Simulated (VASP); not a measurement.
Runs of VASP 6.6.1 on NiF. It takes space group F-43m (No. 216, cubic). Conventional cell: a = 4.670 Å, b = 4.670 Å, c = 4.670 Å, α = 90.00°, β = 90.00°, γ = 90.00°. Ni (site symmetry -43m) has 4 F at 2.02 Å as nearest neighbours. Around F (site symmetry -43m) lie 4 Ni at 2.02 Å. The cell was built by a generator and needn't be a form met in nature.

```csv
cell,target pressure,gap on the mesh (eV),pressure (GPa),moment (μB)
relaxed to 10 GPa,10 GPa,none,10.0,1.12
relaxed to 30 GPa,30 GPa,none,30.0,(b)
relaxed to 2 GPa,2 GPa,none,1.9,1.14
relaxed to 20 GPa,20 GPa,none,19.9,1.10
relaxed to 5 GPa,5 GPa,none,4.9,(a)
```

Alike in all rows: task relaxation of cell and atoms; level LDA; potentials or basis VASP PAW LDA potentials, release 64 (Ni, F); spin collinear, ferromagnetic start; k mesh 7 × 7 × 7; cutoff (eV) 600; smearing fermi-dirac 0.05 eV.

Q: Fill in the values left out.

A: (a) 1.13; (b) 1.09.

Caveats: the cell is relaxed towards a set pressure, so the enthalpy falls and the energy may rise; a cell with one magnetic atom can't hold antiferromagnetic order, which such compounds often take; semilocal functionals often make such compounds metallic where correlation or magnetic order opens a gap, which also shifts bond lengths.

A gap of «none» marks a metal or a gap under the smearing width.
